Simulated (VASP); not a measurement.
Crystal: Be3CdTe4.

```
Be Cd Te
1.0
    -3.97905    3.97905    3.24281
     3.97905   -3.97905    3.24281
     3.97905    3.97905   -3.24281
Be Cd Te
3 1 4
Direct
  0.50000 0.00000 0.50000
  0.00000 0.50000 0.50000
  0.50000 0.50000 0.00000
  0.00000 0.00000 0.00000
  0.40869 0.40869 0.35159
  0.05710 0.05710 0.64841
  0.59131 0.94290 0.00000
  0.94290 0.59131 0.00000
```

The cell was built by a generator and needn't be a form met in nature.

| Property | Result |
| --- | --- |
| Program | VASP 6.6.1 |
| Task | relaxation of cell and atoms |
| Functional | PBE |
| Potentials or basis | VASP PAW PBE potentials, release 64 (Be, Cd, Te) |
| Cutoff | 520 eV |
| k mesh | 3 × 3 × 3 |
| Occupations | gaussian, width 0.15 eV |
| Spin | no spin polarisation |

At the start: pressure 2.8 GPa; volume 25.67 Å³/atom.

**Question.** How do energy, volume and symmetry change on relaxing?

**Answer.** Over 24 steps the energy falls by 903.0 meV/atom and the volume is 24.51 Å³/atom (-4.5 %); space group I-42m (No. 121, to 0.05 Å).

Step by step:
```tsv
step	energy change (eV)	largest force (eV/Å)	pressure (GPa)	volume (Å³)
1	0.0000	3.3643	2.84	205.37
2	-1.2329	1.1688	-4.00	219.19
3	-1.2670	0.9887	-5.01	222.66
4	-2.2716	1.0068	-3.27	200.95
5	-3.0117	0.8352	4.44	168.25
6	-3.5501	0.4294	4.85	165.24
7	-3.9582	0.6048	7.72	160.47
8	-1.5838	2.6280	27.76	149.25
9	-3.9533	0.9887	9.10	159.49
10	-4.7887	0.6321	4.35	172.35
11	-5.2610	0.5179	0.99	190.63
12	-5.2849	0.6808	0.41	197.37
13	-5.2807	0.7229	0.29	198.93
14	-5.4902	0.7038	0.24	201.44
15	-6.0661	0.6493	-0.29	208.03
16	-6.8459	0.4977	-2.56	217.22
17	-7.0966	0.4881	-1.25	206.84
18	-7.1282	0.4708	-0.71	202.58
19	-7.1287	0.4661	-0.48	201.65
20	-7.1824	0.3293	-0.05	199.00
21	-7.2079	0.2828	0.66	195.39
22	-7.2158	0.1438	-0.68	197.95
23	-7.2199	0.1165	-0.21	197.00
24	-7.2236	0.0543	-0.06	196.11
```

Final structure:
```
Be Cd Te
1.0
    -3.01665    3.01665    5.38756
     3.01665   -3.01665    5.38756
     3.01665    3.01665   -5.38756
Be Cd Te
3 1 4
Cartesian
  0.0000 3.0167 0.0000
  3.0167 0.0000 0.0000
  0.0000 0.0000 5.3876
  0.0000 0.0000 0.0000
  1.3560 1.3560 3.8845
  1.6607 1.6607 -1.5030
  1.3560 -1.3560 6.8906
  -1.3560 1.3560 6.8906
```
